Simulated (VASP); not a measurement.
# KB6Rh2 (Fm-3m) in VASP: relaxation of cell and atoms with PBE

Aim: the relaxation of cell and atoms of KB6Rh2 with PBE.

Everything below comes from runs of VASP 6.6.1. Logs are shortened: lines on timing, memory, paths and dates and some standing lists are left out, and cuts for length are marked.

## (1) The cell of the first run

Symmetry: Fm-3m, No. 225, cubic system. Conventional cell: a = 7.552 Å, b = 7.552 Å, c = 7.552 Å, α = 90.00°, β = 90.00°, γ = 90.00°. K (site symmetry m-3m) is surrounded by 12 B at 2.67 Å. Around B (site symmetry mmm) lie 2 Rh at 1.89 Å. Around Rh (site symmetry -43m) lie 6 B at 1.89 Å.

The cell was built by a generator and needn't be a form met in nature.

## (2) Relaxation of cell and atoms, PBE (random cell by space group and Wyckoff sites (Fm-3m, No. 225))

INCAR

```
ALGO = Normal ; EDIFF = 1E-7
EDIFFG = -0.04 ; ENCUT = 600
GGA = PE ; IBRION = 2
ISIF = 3 ; ISMEAR = 0
LASPH = True ; LCHARG = False
LREAL = False ; LWAVE = False
NELM = 100 ; NSW = 90
PREC = Accurate ; SIGMA = 0.1
```

KPOINTS

```
k-points
0
Gamma
  4 4 4
```

POSCAR

```
KB6Rh2
1.0
    0.0000000000      3.7759086800      3.7759086800
    3.7759086800      0.0000000000      3.7759086800
    3.7759086800      3.7759086800      0.0000000000
K B Rh
1 6 2
Direct
    0.5000000000      0.5000000000      0.5000000000
    0.5000000000      0.0000000000      0.0000000000
    0.0000000000      0.5000000000      0.5000000000
    0.0000000000      0.5000000000      0.0000000000
    0.5000000000      0.0000000000      0.5000000000
    0.0000000000      0.0000000000      0.5000000000
    0.5000000000      0.5000000000      0.0000000000
    0.2500000000      0.2500000000      0.2500000000
    0.7500000000      0.7500000000      0.7500000000
```

Potentials or basis: VASP PAW PBE potentials, release 64 (K_sv, B, Rh_pv).

The run is started by

```bash
> cat potpaw_PBE.64/K_sv/POTCAR potpaw_PBE.64/B/POTCAR potpaw_PBE.64/Rh_pv/POTCAR > POTCAR
> mpirun -np 1 vasp_std > vasp.out
```

OUTCAR:

```text
EDIFF = 1E-7
   EDIFFG = -0.04
   ENCUT = 600
   GGA = PE
   IBRION = 2
   ISIF = 3
   ISMEAR = 0
   LASPH = True
   LREAL = False
   NELM = 100
   NSW = 90
   PREC = Accurate

 ion  position               nearest neighbor table
   1  0.500  0.500  0.500-   3 2.67   5 2.67   7 2.67   2 2.67   4 2.67   7 2.67   2 2.67   5 2.67
                             6 2.67   3 2.67   4 2.67   6 2.67   8 3.27   9 3.27   9 3.27   8 3.27
   2  0.500  0.000  0.000-   8 1.89   9 1.89   1 2.67   1 2.67
   3  0.000  0.500  0.500-   8 1.89   9 1.89   1 2.67   1 2.67
   4  0.000  0.500  0.000-   8 1.89   9 1.89   1 2.67   1 2.67
   5  0.500  0.000  0.500-   8 1.89   9 1.89   1 2.67   1 2.67
   6  0.000  0.000  0.500-   8 1.89   9 1.89   1 2.67   1 2.67
   7  0.500  0.500  0.000-   8 1.89   9 1.89   1 2.67   1 2.67
   8  0.250  0.250  0.250-   2 1.89   3 1.89   4 1.89   5 1.89   6 1.89   7 1.89   1 3.27   1 3.27
                             1 3.27   1 3.27
   9  0.750  0.750  0.750-   2 1.89   3 1.89   4 1.89   5 1.89   6 1.89   7 1.89   1 3.27   1 3.27
                             1 3.27   1 3.27

  LATTYP: Found a face centered cubic cell.
 ALAT       =     7.5518173600

  Lattice vectors:

 A1 = (   0.0000000000,   3.7759086800,   3.7759086800)
 A2 = (   3.7759086800,   0.0000000000,   3.7759086800)
 A3 = (   3.7759086800,   3.7759086800,   0.0000000000)

Analysis of symmetry for initial positions (statically):
=====================================================================
 Subroutine PRICEL returns:
 Original cell was already a primitive cell.

 Routine SETGRP: Setting up the symmetry group for a
 face centered cubic supercell.

 Subroutine GETGRP returns: Found 48 space group operations
 (whereof 48 operations were pure point group operations)
 out of a pool of 48 trial point group operations.

The static configuration has the point symmetry O_h .

Analysis of symmetry for dynamics (positions and initial velocities):
=====================================================================
 Subroutine PRICEL returns:
 Original cell was already a primitive cell.

 Routine SETGRP: Setting up the symmetry group for a
 face centered cubic supercell.

 Subroutine GETGRP returns: Found 48 space group operations
 (whereof 48 operations were pure point group operations)
 out of a pool of 48 trial point group operations.

The dynamic configuration has the point symmetry O_h .

 Subroutine INISYM returns: Found 48 space group operations
 (whereof 48 operations are pure point group operations),
 and found     1 'primitive' translations

----------------------------------------------------------------------------------------

                                     Primitive cell

  volume of cell :     107.6699

  direct lattice vectors                    reciprocal lattice vectors
     0.000000000  3.775908680  3.775908680    -0.132418457  0.132418457  0.132418457
     3.775908680  0.000000000  3.775908680     0.132418457 -0.132418457  0.132418457
     3.775908680  3.775908680  0.000000000     0.132418457  0.132418457 -0.132418457

  length of vectors
     5.339941266  5.339941266  5.339941266     0.229355495  0.229355495  0.229355495

  position of ions in fractional coordinates (direct lattice)
     0.500000000  0.500000000  0.500000000
     0.500000000  0.000000000  0.000000000
     0.000000000  0.500000000  0.500000000
     0.000000000  0.500000000  0.000000000
     0.500000000  0.000000000  0.500000000
     0.000000000  0.000000000  0.500000000
     0.500000000  0.500000000  0.000000000
     0.250000000  0.250000000  0.250000000
     0.750000000  0.750000000  0.750000000

  ion indices of the primitive-cell ions
   primitive index   ion index
                 1           1
                 2           2
                 3           3
                 4           4
                 5           5
                 6           6
                 7           7
                 8           8
                 9           9

----------------------------------------------------------------------------------------

 KPOINTS: k-points

Automatic generation of k-mesh.
 Grid dimensions read from file:
 generate k-points for:    4    4    4

 Generating k-lattice:

  Cartesian coordinates                     Fractional coordinates (reciprocal lattice)
    -0.033104614  0.033104614  0.033104614     0.250000000  0.000000000  0.000000000
     0.033104614 -0.033104614  0.033104614     0.000000000  0.250000000  0.000000000
     0.033104614  0.033104614 -0.033104614     0.000000000  0.000000000  0.250000000

  Length of vectors
     0.057338874  0.057338874  0.057338874

  Shift w.r.t. Gamma in fractional coordinates (k-lattice)
     0.000000000  0.000000000  0.000000000

 Subroutine IBZKPT returns following result:
 ===========================================

 Found      8 irreducible k-points:

 Following reciprocal coordinates:
            Coordinates               Weight
  0.000000  0.000000  0.000000      1.000000
  0.250000  0.000000  0.000000      8.000000
  0.500000  0.000000  0.000000      4.000000
  0.250000  0.250000  0.000000      6.000000
  0.500000  0.250000  0.000000     24.000000
 -0.250000  0.250000  0.000000     12.000000
  0.500000  0.500000  0.000000      3.000000
 -0.250000  0.500000  0.250000      6.000000
   k-points           NKPTS =      8   k-points in BZ     NKDIM =      8   number of bands    NBANDS=     34
   number of dos      NEDOS =    301   number of ions     NIONS =      9
   total plane-waves  NPLWV = 110592
   dimension x,y,z NGX =    48 NGY =   48 NGZ =   48
   dimension x,y,z NGXF=    96 NGYF=   96 NGZF=   96
   ions per type =               1   6   2
   NGX,Y,Z   is equivalent  to a cutoff of  14.94, 14.94, 14.94 a.u.
   NGXF,Y,Z  is equivalent  to a cutoff of  29.89, 29.89, 29.89 a.u.
 SYSTEM =  unknown system
   PREC   = accura    normal or accurate (medium, high low for compatibility)
   ISTART =      0    job   : 0-new  1-cont  2-samecut
   ICHARG =      2    charge: 1-file 2-atom 10-const
   ISPIN  =      1    spin polarized calculation?
   LNONCOLLINEAR =      F non collinear calculations
   LSORBIT =      F    spin-orbit coupling
   LASPH  =      T    aspherical Exc in radial PAW
   ENCUT  =  600.0 eV  44.10 Ry    6.64 a.u.  10.67 10.67 10.67*2*pi/ulx,y,z
   NELM   =    100;   NELMIN=  2; NELMDL= -5     # of ELM steps
   EDIFF  = 0.1E-06   stopping-criterion for ELM
   LREAL  =      F    real-space projection
   EDIFFG = -.4E-01   stopping-criterion for IOM
   NSW    =     90    number of steps for IOM
   IBRION =      2    ionic relax: 0-MD 1-quasi-New 2-CG
   NFREE  =      1    steps in history (QN), initial steepest desc. (CG)
   ISIF   =      3    stress and relaxation
   ISYM   =      2    0-nonsym 1-usesym 2-fastsym
   POTIM  = 0.5000    time-step for ionic-motion
   TEBEG  =    0.0;   TEEND  =   0.0 temperature during run
   PSTRESS=    0.0 pullay stress
   NELECT =      57.0000    total number of electrons
   NUPDOWN=      -1.0000    fix difference up-down
   EMIN   =  10.00;   EMAX   =-10.00  energy-range for DOS
   EFERMI =   0.00;   METHOD = LEGACY
   ISMEAR =     0;   SIGMA  =   0.10  broadening in eV -4-tet -1-fermi 0-gaus
   EFERMI_NEDOS =   21; number of points for ismear=-14 and -15
   IALGO  =     38    algorithm
   IMIX   =      4    mixing-type and parameters
     AMIX     =   0.40;   BMIX     =  1.00
     AMIX_MAG =   1.60;   BMIX_MAG =  1.00
  volume/ion in A,a.u.               =      11.96        80.73
  Fermi-wavevector in a.u.,A,eV,Ry     =   1.324347  2.502652 23.863173  1.753894
  Thomas-Fermi vector in A             =   2.453888
   LORBIT       =      0    0 simple, 1 ext, 2 COOP (PROOUT), +10 PAW based schemes
   GGA     = PE    functional components
   LHFCALC =     F    Hartree Fock is set to
   AEXX    =    0.0000 exact exchange contribution
   IVDW    =     0    specifies the selected vdW correction
   LEPSILON=     F    determine dielectric tensor
   LRPA    =     F    only Hartree local field effects (RPA)
 conjugate gradient relaxation of ions
 non-spin polarized calculation
 Gauss-broadening in eV      SIGMA  =   0.10
  energy-cutoff  :      600.00
  volume of cell :      107.67
 maximum number of plane-waves:      3647
 NGX is ok and might be reduce to    48
   NGX = 21   NGY = 21   NGZ = 21

--------------------------------------- Ionic step        1  -------------------------------------------

 number of electron      57.0000005 magnetization

 Free energy of the ion-electron system (eV)
  ---------------------------------------------------
  ext. energy  EPLUGINS =         0.00000000
  ---------------------------------------------------
  free energy    TOTEN  =       -43.26730532 eV

  energy without entropy =      -43.25418049  energy(sigma->0) =      -43.26074290

 E-fermi :   6.7742     XC(G=0): -10.9675

 val. band max:        6.6756870793   @ k =   0.5000   0.2500   0.0000
 cond. band min:       6.8323920640   @ k =   0.2500   0.2500   0.0000
 fundamental gap:      0.1567049846
 Fermi energy:         6.7742164493

 k-point     1 :       0.0000    0.0000    0.0000
  band No.  band energies     occupation
      1     -42.6799      2.00000
      2     -42.6799      2.00000
      3     -42.6799      2.00000
      4     -42.6714      2.00000
      5     -42.6714      2.00000
      6     -42.6714      2.00000
[... 714 lines left out ...]
  energy  without entropy=      -46.8237515915  energy(sigma->0) =      -46.84091737

--------------------------------------- Ionic step        4  -------------------------------------------

 number of electron      57.0000001 magnetization

 Free energy of the ion-electron system (eV)
  ---------------------------------------------------
  ext. energy  EPLUGINS =         0.00000000
  ---------------------------------------------------
  free energy    TOTEN  =       -46.85962811 eV

  energy without entropy =      -46.82637872  energy(sigma->0) =      -46.84300341

 E-fermi :   4.8141     XC(G=0):  -9.8436

 val. band max:        4.7697700186   @ k =   0.5000   0.2500   0.0000
 cond. band min:       4.8685823469   @ k =  -0.2500   0.5000   0.2500
 fundamental gap:      0.0988123284
 Fermi energy:         4.8140738658

 k-point     1 :       0.0000    0.0000    0.0000
  band No.  band energies     occupation
      1     -44.0769      2.00000
      2     -44.0769      2.00000
      3     -44.0769      2.00000
      4     -44.0748      2.00000
      5     -44.0748      2.00000
      6     -44.0748      2.00000
[... 321 lines left out ...]
  FREE ENERGIE OF THE ION-ELECTRON SYSTEM (eV)
  ---------------------------------------------------
  free  energy   TOTEN  =       -46.8596281141 eV

  energy  without entropy=      -46.8263787150  energy(sigma->0) =      -46.84300341

 reached required accuracy - stopping structural energy minimisation
```

Wall time 3.1 min (1 thread of AMD EPYC 7R13 (Zen 3), shared host); peak memory 0.32 GiB.

Results:

```yaml
Free_energy: -46.8596 eV
Relaxed_volume: 15.32 Å³/atom
Relaxed_cell: a = 5.799 Å, b = 5.799 Å, c = 5.799 Å, α = 60.00°, β = 60.00°, γ = 60.00°
Space_group_after_relaxing_to_0.05_Å: Fm-3m (No. 225)
Energy_gained_by_relaxing: 399.1 meV/atom
Ionic_steps: 4
Pressure_after_relaxing: -0.1 GPa
Band_gap_on_the_k_mesh: none (metal or under the smearing width)
```

Step by step:
| step | energy change (eV) | largest force (eV/Å) | pressure (GPa) | volume (Å³) |
| --- | --- | --- | --- | --- |
| 1 | 0.0000 | 0.0000 | 47.53 | 107.67 |
| 2 | -1.5197 | 0.0000 | -15.27 | 172.99 |
| 3 | -3.5908 | 0.0000 | -0.63 | 138.54 |
| 4 | -3.5923 | 0.0000 | -0.10 | 137.87 |

Final structure:
```xyz
9
Lattice="0.0000 4.1003 4.1003 4.1003 0.0000 4.1003 4.1003 4.1003 0.0000" Properties=species:S:1:pos:R:3 pbc="T T T"
K     4.1003    4.1003    4.1003
B     0.0000    2.0501    2.0501
B     4.1003    2.0501    2.0501
B     2.0501    0.0000    2.0501
B     2.0501    4.1003    2.0501
B     2.0501    2.0501    0.0000
B     2.0501    2.0501    4.1003
Rh    2.0501    2.0501    2.0501
Rh    6.1504    6.1504    6.1504
```

Caveat: the k mesh is coarse (spacing up to 0.36 Å⁻¹), so the values aren't converged; the volume moved by over 15 % at a fixed basis, so the end points are rough.
